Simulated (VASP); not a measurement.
All values below come from optB86b-vdW, VASP's PBE PAW potentials (set 64) (plane waves; VASP).

Input for VASP

**INCAR**
```
# general
SYSTEM  =Ti
PREC    =Accurate
ENCUT   =520
LREAL   =.False.
LASPH   =.True.

# electronic loop
EDIFF   =1E-6
NELM    =100
ALGO    =Normal
LMAXMIX =4

# smearing
ISMEAR  =1
SIGMA   =0.1

# functional
GGA     =MK
LUSE_VDW=.True.
AGGAC   =0.0
PARAM1  =0.1234
PARAM2  =1.0

# ions
IBRION  =2
NSW     =60
ISIF    =3
EDIFFG  =-0.01

# output
LWAVE   =.False.
LCHARG  =.False.
```

File POSCAR:
```
Ti
1
    1.4553989528    -2.5208249881     0.0000000000
    1.4553989528     2.5208249881     0.0000000000
    0.0000000000     0.0000000000     4.6147385823
Ti
2
Direct
  0.3333330000   0.6666670000   0.2500000000
  0.6666670000   0.3333330000   0.7500000000
```

**KPOINTS**
```
Automatic mesh
0
Gamma
13 13 7
0 0 0
```

POTCAR, in this order: Ti_sv (PBE.64 set). Program: vasp_std.

What VASP printed:

**OSZICAR**
```
       N       E                     dE             d eps       ncg     rms          rms(c)
DAV:   1     0.251803842735E+03    0.25180E+03   -0.13645E+04  2696   0.189E+03
DAV:   2     0.162831211807E+02   -0.23552E+03   -0.23427E+03  2768   0.495E+02
DAV:   3    -0.109224619153E+02   -0.27206E+02   -0.27045E+02  5312   0.136E+02
DAV:   4    -0.119790077122E+02   -0.10565E+01   -0.10565E+01  2736   0.287E+01
DAV:   5    -0.120385058367E+02   -0.59498E-01   -0.59498E-01  4472   0.463E+00    0.122E+01
DAV:   6    -0.100686930087E+02    0.19698E+01   -0.73453E+00  3176   0.319E+01    0.314E+00
DAV:   7    -0.100546423379E+02    0.14051E-01   -0.77917E-01  4048   0.759E+00    0.200E+00
DAV:   8    -0.100813453974E+02   -0.26703E-01   -0.21207E-01  3072   0.626E+00    0.708E-01
DAV:   9    -0.100724040710E+02    0.89413E-02   -0.49416E-02  3280   0.262E+00    0.571E-02
DAV:  10    -0.100726429386E+02   -0.23887E-03   -0.24235E-03  4208   0.400E-01    0.832E-02
DAV:  11    -0.100726786159E+02   -0.35677E-04   -0.17742E-04  3288   0.125E-01    0.272E-02
DAV:  12    -0.100726659090E+02    0.12707E-04   -0.29254E-05  3360   0.465E-02    0.381E-03
DAV:  13    -0.100726679668E+02   -0.20579E-05   -0.58191E-07  2008   0.964E-03    0.745E-04
DAV:  14    -0.100726687494E+02   -0.78262E-06   -0.23524E-07  1672   0.491E-03
   1 F= -.10072669E+02 E0= -.10072588E+02  d E =-.100727E+02
```

File OUTCAR:
```
------------------------ aborting loop because EDIFF is reached ----------------------------------------
  FORCE on cell =-STRESS in cart. coord.  units (eV):
  Direction    XX          YY          ZZ          XY          YZ          ZX
  --------------------------------------------------------------------------------------
  Total       -0.0112287     -0.0112287      0.0103325      0.0000000      0.0000000      0.0000000
  in kB       -0.5312973     -0.5312974      0.4888921      0.0000000      0.0000000      0.0000000
  external PRESSURE =      -0.1912342 kB  Pullay stress =       0.0000000 kB
  volume of cell :       33.86
      direct lattice vectors                 reciprocal lattice vectors
     1.455398953 -2.520824988  0.000000000     0.343548413 -0.198347764  0.000000000
     1.455398953  2.520824988  0.000000000     0.343548413  0.198347764  0.000000000
     0.000000000  0.000000000  4.614738582     0.000000000  0.000000000  0.216696999
 POSITION                                       TOTAL-FORCE (eV/Angst)
 -----------------------------------------------------------------------------------
      1.45540      0.84028      1.15368        -0.000000     -0.000000      0.000000
      1.45540     -0.84028      3.46105         0.000000      0.000000      0.000000
 -----------------------------------------------------------------------------------
    total drift:                               -0.000000      0.001054     -0.000020
  FREE ENERGIE OF THE ION-ELECTRON SYSTEM (eV)
  ---------------------------------------------------
  free  energy   TOTEN  =       -10.0726687494 eV

  energy  without entropy=      -10.0724254832  energy(sigma->0) =      -10.07258766

 reached required accuracy - stopping structural energy minimisation
```
(Selected blocks of OUTCAR.)

File OUTCAR:
```
 val. band max:        8.5288203160   @ k =   0.3077   0.2308   0.4286

 cond. band min:       8.5467839741   @ k =   0.2308   0.2308   0.4286


 Fermi energy:         8.5340999332

 k-point     1 :       0.0000    0.0000    0.0000
  band No.  band energies     occupation
      1     -48.1315      2.00000
      2     -47.9779      2.00000
      3     -24.8627      2.00000
      4     -24.1620      2.00000
      5     -24.1620      2.00000
      6     -24.0912      2.00000
      7     -24.0534      2.00000
      8     -24.0534      2.00000
      9       2.3303      2.00000
     10       5.7768      2.00000
     11       9.2832     -0.00000
     12       9.2832     -0.00000
     13       9.3891     -0.00000
     14       9.3935     -0.00000
     15       9.7971     -0.00000
     16       9.7971     -0.00000

 k-point     2 :       0.0769    0.0000    0.0000
  band No.  band energies     occupation
      1     -48.1250      2.00000
      2     -47.9752      2.00000
      3     -24.8485      2.00000
      4     -24.1912      2.00000
      5     -24.1718      2.00000
      6     -24.0972      2.00000
      7     -24.0838      2.00000
      8     -24.0572      2.00000
      9       2.5001      2.00000
     10       5.9102      2.00000
     11       8.9817     -0.00000
     12       9.0505     -0.00000
     13       9.4042     -0.00000
     14       9.6150     -0.00000
     15       9.7194     -0.00000
     16       9.9047     -0.00000

 k-point     3 :       0.1538   -0.0000    0.0000
  band No.  band energies     occupation
      1     -48.1064      2.00000
      2     -47.9683      2.00000
      3     -24.8077      2.00000
      4     -24.2726      2.00000
      5     -24.1980      2.00000
      6     -24.1666      2.00000
      7     -24.1152      2.00000
      8     -24.0684      2.00000
      9       2.9903      2.00000
     10       6.2624      2.00000
     11       8.3805      2.05202
     12       8.5492      0.74831
     13       9.4699     -0.00000
...
```

The compound is Ti in the hcp structure. It was relaxed first. The start is the result of an earlier pass.
